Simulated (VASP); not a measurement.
OSZICAR of a VASP run on Ca (fcc):

**OSZICAR**
```
       N       E                     dE             d eps       ncg     rms          rms(c)
DAV:   1     0.542272447307E+02    0.54227E+02   -0.45557E+03   846   0.827E+02
DAV:   2    -0.114232050167E+01   -0.55370E+02   -0.55173E+02   884   0.209E+02
DAV:   3    -0.212042623178E+01   -0.97811E+00   -0.97014E+00  1377   0.299E+01
DAV:   4    -0.214534547928E+01   -0.24919E-01   -0.24900E-01  1137   0.365E+00
DAV:   5    -0.214599567053E+01   -0.65019E-03   -0.64980E-03  1485   0.315E-01    0.227E+00
DAV:   6    -0.213875761104E+01    0.72381E-02   -0.74852E-03  1061   0.119E+00    0.137E+00
DAV:   7    -0.213488427603E+01    0.38733E-02   -0.13625E-02   991   0.167E+00    0.939E-02
DAV:   8    -0.213475804618E+01    0.12623E-03   -0.10825E-03   986   0.328E-01    0.169E-02
DAV:   9    -0.213476086864E+01   -0.28225E-05   -0.91295E-05  1357   0.800E-02    0.761E-03
DAV:  10    -0.213476135957E+01   -0.49093E-06   -0.59065E-06  1144   0.274E-02
   1 F= -.21347614E+01 E0= -.21346645E+01  d E =-.213476E+01
```

### Question
Which electronic solver shows in the log?

### Answer
It is blocked Davidson (ALGO = Normal, or the opening steps of other solvers). The INCAR had ALGO = Normal.

### Question
Can the final energy be trusted as converged?

### Answer
The calculation finished and met its thresholds. It stopped with EDIFF = 1E-6, NELM = 100, NSW = 60 and EDIFFG = -0.01 after 1 ionic step (PBEsol GGA, plane waves, VASP's PBE PAW potentials (set 64)).

The compound is Ca in the fcc structure. It was relaxed first, which changed the volume by -6 %. The start is the result of an earlier pass.
